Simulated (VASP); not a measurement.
Calculation: rev-vdW-DF2, VASP's PBE PAW potentials (set 64) (plane waves; VASP).

VASP ran on this input.

### KPOINTS
```
kpoints
0
Gamma
 5 5 5
0 0 0
```

INCAR:
```
# general
SYSTEM    =  KZnF3
PREC      =  Accurate
ENCUT     =  520
LREAL     =  .False.   # projection in real space or not
LASPH     =  .True.   # aspherical one-centre terms

# electronic loop
EDIFF     =  1E-6
NELM      =  100   # most electronic steps
ALGO      =  Normal
LMAXMIX   =  4

# smearing
ISMEAR    =  0   # Gaussian
SIGMA     =  0.05   # width (eV)

# functional
GGA       =  MK
LUSE_VDW  =  .True.
AGGAC     =  0.0
PARAM1    =  0.1234568
PARAM2    =  0.7114
ZAB_VDW   =  -1.8867

# ions
IBRION    =  2
NSW       =  60   # most ionic steps
ISIF      =  3   # ions, shape and volume
EDIFFG    =  -0.02   # ionic stop

# output
LWAVE     =  .False.
LCHARG    =  .False.
```

**POSCAR**
```
KZnF3
1
    4.0825680225     0.0000000000    -0.0000000000
    0.0000000000     4.0825680225     0.0000000000
   -0.0000000000     0.0000000000     4.0825680225
K Zn F
1 1 3
Direct
  0.0000000000   0.0000000000   0.0000000000
  0.5000000000   0.5000000000   0.5000000000
  0.5000000000   0.0000000000   0.5000000000
  0.0000000000   0.5000000000   0.5000000000
  0.5000000000   0.5000000000   0.0000000000
```

POTCAR, in this order: K_sv Zn F (PBE.64 set). Program: vasp_std.

The resulting files:

**OUTCAR**
```
 ion  position               nearest neighbor table
   1  0.000  0.000  0.000-
   2  0.500  0.500  0.500-   3 2.04   4 2.04   5 2.04   5 2.04   3 2.04   4 2.04
   3  0.500  0.000  0.500-   2 2.04   2 2.04
   4  0.000  0.500  0.500-   2 2.04   2 2.04
   5  0.500  0.500  0.000-   2 2.04   2 2.04
  LATTYP: Found a simple cubic cell.
 ALAT       =     4.0825680225
 Subroutine PRICEL returns:
 Original cell was already a primitive cell.
 Subroutine GETGRP returns: Found 48 space group operations
The static configuration has the point symmetry O_h .
The dynamic configuration has the point symmetry O_h .
 Subroutine INISYM returns: Found 48 space group operations
 Subroutine IBZKPT returns following result:
 Found     10 irreducible k-points:

 Following reciprocal coordinates:
            Coordinates               Weight
  0.000000  0.000000  0.000000      1.000000
  0.200000  0.000000  0.000000      6.000000
  0.400000  0.000000  0.000000      6.000000
  0.200000  0.200000  0.000000     12.000000
  0.400000  0.200000  0.000000     24.000000
  0.400000  0.400000  0.000000     12.000000
  0.200000  0.200000  0.200000      8.000000
  0.400000  0.200000  0.200000     24.000000
  0.400000  0.400000  0.200000     24.000000
  0.400000  0.400000  0.400000      8.000000
   k-points           NKPTS =     10   k-points in BZ     NKDIM =     10   number of bands    NBANDS=     25
   number of dos      NEDOS =    301   number of ions     NIONS =      5
   total plane-waves  NPLWV =  27000
   dimension x,y,z NGX =    30 NGY =   30 NGZ =   30
   dimension x,y,z NGXF=    60 NGYF=   60 NGZF=   60
   ions per type =               1   1   3
   PREC   = accura    normal or accurate (medium, high low for compatibility)
   ISTART =      0    job   : 0-new  1-cont  2-samecut
   ICHARG =      2    charge: 1-file 2-atom 10-const
   ISPIN  =      1    spin polarized calculation?
   LNONCOLLINEAR =      F non collinear calculations
   LSORBIT =      F    spin-orbit coupling
   INIWAV =      1    electr: 0-lowe 1-rand  2-diag
   ENCUT  =  520.0 eV  38.22 Ry    6.18 a.u.   7.59  7.59  7.59*2*pi/ulx,y,z
   NELM   =    100;   NELMIN=  2; NELMDL= -5     # of ELM steps
   EDIFF  = 0.1E-05   stopping-criterion for ELM
   LREAL  =      F    real-space projection
   NLSPLINE    = F    spline interpolate recip. space projectors
   LMAXMIX     =    4 max onsite mixed and CHGCAR
   VOSKOWN=      0    Vosko Wilk Nusair interpolation
   EDIFFG = -.2E-01   stopping-criterion for IOM
   NSW    =     60    number of steps for IOM
   NBLOCK =      1;   KBLOCK =     60    inner block; outer block
   IBRION =      2    ionic relax: 0-MD 1-quasi-New 2-CG
   NFREE  =      1    steps in history (QN), initial steepest desc. (CG)
   ISIF   =      3    stress and relaxation
   ISYM   =      2    0-nonsym 1-usesym 2-fastsym
   TEIN   =    0.0    initial temperature
   TEBEG  =    0.0;   TEEND  =   0.0 temperature during run
   SMASS  =  -3.00    Nose mass-parameter (am)
   PSTRESS=    0.0 pullay stress
   NELECT =      42.0000    total number of electrons
   EFERMI =   0.00;   METHOD = LEGACY
   ISMEAR =     0;   SIGMA  =   0.05  broadening in eV -4-tet -1-fermi 0-gaus
   IALGO  =     38    algorithm
   LDIAG  =      T    sub-space diagonalisation (order eigenvalues)
   IMIX   =      4    mixing-type and parameters
     AMIX     =   0.40;   BMIX     =  1.00
     AMIX_MAG =   1.60;   BMIX_MAG =  1.00
     AMIN     =   0.10
   GGA     = MK    functional components
   VOSKOWN =     0    Vosko Wilk Nusair interpolation
   LHFCALC =     F    Hartree Fock is set to
   LHFONE  =     F    Hartree Fock one center treatment
   AEXX    =    0.0000 exact exchange contribution
   LUSE_VDW   =     T    switch on vdW DFT
...
```

OSZICAR:
```
       N       E                     dE             d eps       ncg     rms          rms(c)
DAV:   1     0.454811774774E+03    0.45481E+03   -0.22752E+04   508   0.203E+03
DAV:   2     0.231976423069E+02   -0.43161E+03   -0.42116E+03   581   0.488E+02
DAV:   3    -0.124876066063E+02   -0.35685E+02   -0.35538E+02   590   0.154E+02
DAV:   4    -0.132636285766E+02   -0.77602E+00   -0.77525E+00   823   0.215E+01
DAV:   5    -0.132751927172E+02   -0.11564E-01   -0.11560E-01   624   0.218E+00    0.115E+01
DAV:   6    -0.110017361445E+02    0.22735E+01   -0.84943E+00   742   0.405E+01    0.711E+00
DAV:   7    -0.110560256217E+02   -0.54289E-01   -0.14410E+00   536   0.833E+00    0.458E+00
DAV:   8    -0.110609152716E+02   -0.48896E-02   -0.55344E-01   652   0.146E+01    0.157E+00
DAV:   9    -0.110275460757E+02    0.33369E-01   -0.92684E-02   760   0.868E+00    0.614E-01
DAV:  10    -0.110239218114E+02    0.36243E-02   -0.76344E-02   724   0.666E+00    0.265E-01
DAV:  11    -0.110236538422E+02    0.26797E-03   -0.11116E-02   686   0.132E+00    0.940E-02
DAV:  12    -0.110237344463E+02   -0.80604E-04   -0.45922E-04   567   0.186E-01    0.924E-02
DAV:  13    -0.110236610008E+02    0.73446E-04   -0.40221E-04   602   0.762E-01    0.506E-02
DAV:  14    -0.110236430704E+02    0.17930E-04   -0.23085E-04   596   0.121E-01    0.114E-02
DAV:  15    -0.110236425496E+02    0.52086E-06   -0.15919E-05   589   0.835E-02    0.423E-03
DAV:  16    -0.110236424386E+02    0.11096E-06   -0.14683E-06   359   0.978E-03
   1 F= -.11023642E+02 E0= -.11023642E+02  d E =-.110236E+02
```

File OUTCAR:
```
------------------------ aborting loop because EDIFF is reached ----------------------------------------
  FORCE on cell =-STRESS in cart. coord.  units (eV):
  Direction    XX          YY          ZZ          XY          YZ          ZX
  --------------------------------------------------------------------------------------
  Total        0.0050679      0.0050679      0.0050679     -0.0000000     -0.0000000      0.0000000
  in kB        0.1193271      0.1193271      0.1193271     -0.0000000     -0.0000000      0.0000000
  external PRESSURE =       0.1193271 kB  Pullay stress =       0.0000000 kB
  volume of cell :       68.05
      direct lattice vectors                 reciprocal lattice vectors
     4.082568023  0.000000000  0.000000000     0.244943867  0.000000000  0.000000000
     0.000000000  4.082568023  0.000000000     0.000000000  0.244943867  0.000000000
     0.000000000  0.000000000  4.082568023     0.000000000  0.000000000  0.244943867
 POSITION                                       TOTAL-FORCE (eV/Angst)
 -----------------------------------------------------------------------------------
      0.00000      0.00000      0.00000         0.000000      0.000000      0.000000
      2.04128      2.04128      2.04128         0.000000      0.000000      0.000000
      2.04128      0.00000      2.04128         0.000000      0.000000      0.000000
      0.00000      2.04128      2.04128         0.000000      0.000000      0.000000
      2.04128      2.04128      0.00000         0.000000      0.000000      0.000000
 -----------------------------------------------------------------------------------
    total drift:                                0.000000      0.000000     -0.000000
  FREE ENERGIE OF THE ION-ELECTRON SYSTEM (eV)
  ---------------------------------------------------
  free  energy   TOTEN  =       -11.0236424386 eV

  energy  without entropy=      -11.0236424386  energy(sigma->0) =      -11.02364244

 reached required accuracy - stopping structural energy minimisation
```
(Selected blocks of OUTCAR.)

The compound is KZnF3 in the cubic perovskite structure. It was relaxed first. The start is the result of an earlier pass.
